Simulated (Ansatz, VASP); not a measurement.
**Two plane-wave programs on Ca2Os3**

```
Ca Os
1.0
     4.77214    0.00000    0.00000
     0.00000    4.77214    0.00000
     0.00000    0.00000    4.77214
Ca Os
2 3
Direct
  0.00000 0.00000 0.00000
  0.50000 0.50000 0.50000
  0.00000 0.50000 0.50000
  0.50000 0.00000 0.50000
  0.50000 0.50000 0.00000
```

Alike in both runs: functional PBE; k mesh 8 × 8 × 8; occupations gaussian, width 0.1 eV; no spin polarisation.

Ansatz relaxed the structure, and its values are those at the end. VASP's run is a single point on that final structure, the one shown.

|  | VASP | Ansatz |
| --- | --- | --- |
| version | VASP 6.6.1 | Ansatz 0.2.0 |
| potentials or method | VASP PAW PBE potentials, release 64 (Ca_sv, Os) | scalar-relativistic, plane waves, PAW |
| plane-wave cutoff (eV) | 520 | 420 |
| valence electrons in the cell | 44 | 68 |

VASP gave:

```
gap on the k mesh at the Fermi level (eV) : none
pressure (GPa)                            : 0.7
```

Task: What did Ansatz give for the same quantities?

Result: gap on the k mesh at the Fermi level (eV): none; pressure (GPa): 0.0.

A gap of «none» marks a metal or a gap that the smearing closes. The functional is the same, so the differences come from potentials, cutoffs and numerics. The two sets of potentials don't hold the same shells in valence.

The runs have no spin-orbit coupling, so splittings on Os are missing.
